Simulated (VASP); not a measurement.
Consider the following.

```
AsB
1.0
    0.00000     2.39465     2.39465
    2.39465     0.00000     2.39465
    2.39465     2.39465     0.00000
B As
1 1
Cartesian
  0.00000   0.00000   0.00000
  1.19733   1.19733   1.19733
```

These are LDA (Ceperley-Alder, Perdew-Zunger), VASP's LDA PAW potentials (set 64) (plane waves; VASP 6.6.1) values and carry that method's errors. Numerical set-up: 520 eV cut-off, 10×10×10 Γ-centred mesh, Gaussian smearing of 0.050 eV, potentials B As.

Question: Give the stress tensor in GPa (positive for a compressed cell).

Answer: 
```
-4.11   0.00   0.00
 0.00  -4.11   0.00
 0.00   0.00  -4.11
```
The pressure is its mean diagonal, -4.11 GPa.

The compound is BAs in the zinc blende structure. This cell is one point of a volume scan, at 1.03 of the reference volume.
